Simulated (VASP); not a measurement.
Given:

```
CELL_PARAMETERS angstrom
      1.54530    -2.67654     0.00000
      1.54530     2.67654     0.00000
      0.00000     0.00000     3.29460
ATOMIC_POSITIONS crystal
  Ti 0.02949 0.04817 0.00000
  B  0.33333 0.66667 0.50000
  B  0.66667 0.33333 0.50000
```

The numbers are results of PBE GGA, VASP's PBE PAW potentials (set 64) (plane waves; VASP 6.6.1), not measurements. Settings: 520 eV cut-off, 9×9×7 Γ-centred mesh, first-order Methfessel-Paxton smearing of 0.10 eV, potentials Ti_sv B.

### Question
The ions are relaxed. Which structure does the run end with?

### Answer

```
CELL_PARAMETERS angstrom
      1.54530    -2.67654     0.00000
      1.54530     2.67654     0.00000
      0.00000     0.00000     3.29460
ATOMIC_POSITIONS crystal
  Ti 0.00977 0.01596 0.00000
  B  0.34320 0.68277 0.50000
  B  0.67652 0.34943 0.50000
```
Space group P6/mmm (191), at a tolerance of 0.03 Å.

### Question
How much energy does the relaxation gain?

### Answer
The energy (σ→0) changes by -34.0 meV/atom, in 7 ionic steps.

The compound is TiB2 in the AlB2 type structure. In the starting cell atoms are displaced from their ideal sites. This run relaxes the ions in a fixed cell. Symmetry was kept, so distortions that lower it aren't found.
